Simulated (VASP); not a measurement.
# InF3: NMR shieldings

Aim: NMR shielding tensors and field gradients of InF3. The cell has space group R-3c. The start is a cell from a database of measured crystal structures.

Calculated with VASP 6.6.1; LDA; plane waves and PAW (In_d, F), in the first sound run; inputs show where later runs differ.

Most raw output is cut from this account.

**1. Starting point**

The structure is trigonal, space group R-3c (No. 167). The conventional cell has a = 5.410 Å, b = 5.410 Å, c = 14.378 Å, α = 90.00°, β = 90.00°, γ = 120.00°. In has 6 F at 2.05 Å nearest. F has 2 In at 2.05 Å nearest. Farther neighbours and most contacts between anions are not listed.

**2. Ground state**

A ground-state run shows first whether the cell has a gap, which the next steps need; its size sets how fine their mesh has to be.

INCAR reads:

```
SYSTEM = InF3
PREC = Accurate
ENCUT = 520
EDIFF = 1E-07
NELM = 100
ISMEAR = 0
SIGMA = 0.01
LREAL = .FALSE.
ALGO = Normal
GGA = CA
NBANDS = 42
LORBIT = 11
LWAVE = .FALSE.
LCHARG = .FALSE.
KPAR = 8
```

POSCAR reads:

```
InF3
1.0
    2.7051500000      1.5618190807      4.7925000000
   -2.7051500000      1.5618190807      4.7925000000
    0.0000000000     -3.1236381614      4.7925000000
In F
2 6
Direct
    0.0000000000      0.0000000000      0.0000000000
    0.5000000000      0.5000000000      0.5000000000
    0.8584000000      0.2500000000      0.6416000000
    0.2500000000      0.6416000000      0.8584000000
    0.6416000000      0.8584000000      0.2500000000
    0.1416000000      0.7500000000      0.3584000000
    0.7500000000      0.3584000000      0.1416000000
    0.3584000000      0.1416000000      0.7500000000
```

KPOINTS reads:

```
Automatic mesh
0
Gamma
4 4 4
0 0 0
```

The projector-augmented-wave data sets are In_d and F (PBE family, release 64).

Command:

```bash
> mpirun -np 8 vasp_std
```

Elapsed: 11 s, on 8 MPI ranks of Intel Xeon 6975P-C (Granite Rapids), shared host; peak memory 2.2 GiB.

The gap is read on the k-mesh alone, so it is an upper bound where the band edges lie off the mesh. The PAW data sets were made with PBE, though LDA sets exist; this is a small mismatch.

This step gave:

```
free energy (TOTEN)            : -40.53 eV
Fermi energy                   : -1.705 eV
pressure                       : 0.2806 GPa
gap on the k-mesh              : 4.242 eV
least direct gap on the k-mesh : 4.279 eV
```

The cell has a gap of 4.24 eV on this mesh. Spin-orbit coupling is left out, which can shift or reorder these edges. Forces of up to 0.11 eV/Å remain in these settings, with PBE data sets under LDA.

**3. Shielding tensors**

This step: chemical shifts by linear response (GIPAW), LDA; plane waves and PAW (In_d, F) (VASP 6.6.1).

LCHIMAG computes the induced currents by linear response. It needs tightly converged orbitals and a cutoff well above the default; LEFG adds the field gradients at no cost.

INCAR reads:

```
SYSTEM = InF3
PREC = Accurate
ENCUT = 560
EDIFF = 1E-09
NELM = 100
ISMEAR = 0
SIGMA = 0.01
LREAL = .FALSE.
ALGO = Normal
GGA = CA
NBANDS = 42
LWAVE = .FALSE.
LCHARG = .FALSE.
KPAR = 8
LCHIMAG = .TRUE.
LEFG = .TRUE.
DQ = 0.001
ICHIBARE = 1
LNMR_SYM_RED = .TRUE.
```

POSCAR is that of step 2.

KPOINTS reads:

```
Automatic mesh
0
Gamma
5 5 5
0 0 0
```

Potentials, in the order of the species: In_d and F (LDA family, release 64).

Command:

```bash
> mpirun -np 8 vasp_std
```

Wall time 11 min (8 MPI ranks); peak memory 8.4 GiB; 1.5 h of CPU time.

The atoms bear forces, and field gradients depend strongly on their positions. Spin-orbit coupling is left out, which changes shieldings on and beside heavy atoms by much.

This step gave:

```
free energy (TOTEN)            : -40.28 eV
Fermi energy                   : -1.613 eV
pressure                       : 0.1888 GPa
gap on the k-mesh              : 4.255 eV
least direct gap on the k-mesh : 4.282 eV
```

Valence and core; the G = 0 term is that of a spherical sample. NMR shielding, by row:

| atom | isotropic shielding (ppm) | span (ppm) | skew | isotropic shielding without the G = 0 term (ppm) |
| --- | --- | --- | --- | --- |
| In1 | 3555 | 17.75 | 0.9994 | 3546 |
| In2 | 3555 | 17.75 | 0.9994 | 3546 |
| F3 | 349.3 | 89.5 | 0.8991 | 340.9 |
| F4 | 349.3 | 89.5 | 0.8991 | 340.9 |
| F5 | 349.3 | 89.37 | 0.9 | 340.9 |
| F6 | 349.3 | 89.5 | 0.8991 | 340.9 |
| F7 | 349.3 | 89.5 | 0.8991 | 340.9 |
| F8 | 349.3 | 89.37 | 0.9 | 340.9 |

Ordered as |Vzz| ≥ |Vxx| ≥ |Vyy|, the program's way. Electric field gradients, by row:

| atom | Vxx (V/Å²) | Vyy (V/Å²) | Vzz (V/Å²) | asymmetry |
| --- | --- | --- | --- | --- |
| In1 | 5.684 | 5.684 | -11.37 | 0 |
| In2 | 5.684 | 5.684 | -11.37 | 0 |
| F3 | -78.94 | -53.3 | 132.2 | 0.194 |
| F4 | -78.94 | -53.3 | 132.2 | 0.194 |
| F5 | -78.94 | -53.3 | 132.2 | 0.194 |
| F6 | -78.94 | -53.3 | 132.2 | 0.194 |
| F7 | -78.94 | -53.3 | 132.2 | 0.194 |
| F8 | -78.94 | -53.3 | 132.2 | 0.194 |

**4. What came out**

| Quantity | Value |
| --- | --- |
| In, isotropic shielding | 3554.8 ppm |
| F, isotropic shielding | 349.3 ppm |

What this shows: At LDA the isotropic shieldings are In 3554.8 ppm; F 349.3 ppm. The widest tensor is that of F3, with a span (largest less smallest principal value) of 89.5 ppm. The largest field gradient is Vzz = 132 V/Å² at F3. Shifts were not obtained, since a shift is the shielding of a reference compound, computed alike, less these values. The G = 0 term is the part set by the sample's shape, taken here for a sphere. Spin-orbit effects on the shifts of and near heavy atoms are left out. No finer mesh was run, so convergence in it isn't shown. VASP's guide advises NLSPLINE for shieldings, which this input doesn't set; the effect wasn't tested. The cell has space group R-3c. The atoms weren't relaxed and carry forces of up to 0.095 eV/Å at LDA in the first shielding run, so the numbers belong to the given coordinates, and a relaxation would change them.

[Lines on the potential files, build, host, timing and source positions are cut from VASP's logs without a mark.]

[Logs are printed without paths, hosts, clocks, repeated set-up lines and the standing remarks that a program may print on its own settings, such as how far it seeks lower states.]

[Hosts, paths, dates, database ids (printed as entryN), source tags and the programs' standing remarks are cut or masked in the printed files.]
